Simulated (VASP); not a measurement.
Energy against volume of MgS (rock salt). All values below come from SCAN meta-GGA, VASP's PBE PAW potentials (set 64) (plane waves; VASP).

```tsv
V (Å³/atom)	E (eV/atom)
16.364	-8.95700
16.886	-8.97082
17.409	-8.97522
17.931	-8.97158
18.453	-8.96107
```

Task: Fit a third-order Birch-Murnaghan equation of state.

Result: 
```
Item                                             Result
---------------------------------------  --------------
volume per atom                          17.42 Å^3/atom
bulk modulus                                   81.8 GPa
pressure derivative of the bulk modulus            4.25
lattice constant a                              5.184 Å
```

Measured: bulk modulus 81.0 GPa at 0 K (computed value off by +1.0 %), a 5.188 Å at 0 K (computed value off by -0.1 %), as given by Tamar Goldzak et al., The Journal of Chemical Physics (2022), arXiv:2208.04865 [corrected for zero-point motion].

The compound is MgS in the rock salt structure. It was relaxed first.
